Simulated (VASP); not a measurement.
Energy against volume of Sb (a7). Computed with TPSS meta-GGA, VASP's PBE PAW potentials (set 64) (plane waves; VASP 6.6.1). Numerical set-up: 520 eV cut-off, 7×7×7 Γ-centred mesh, Gaussian smearing of 0.050 eV, potentials Sb.

Shape and ions are relaxed at each volume.

| V (Å³/atom) | E (eV/atom) |
|---|---|
| 29.417 | -12.11724 |
| 30.356 | -12.12907 |
| 31.295 | -12.13252 |
| 32.234 | -12.12925 |

Question: Fit these four points and predict the energy of the run at 33.173 Å³/atom.

Answer: A cubic in V^(−2/3), the third-order Birch-Murnaghan form, passes through the four points with V0 = 31.27 Å³/atom and B0 = 38 GPa, and gives -12.1206 eV/atom there. The run gave -12.1207 eV/atom, -0.1 meV/atom from the fit; all five points give B0 = 38 GPa.

The compound is Sb in the a7 structure. It was relaxed first.
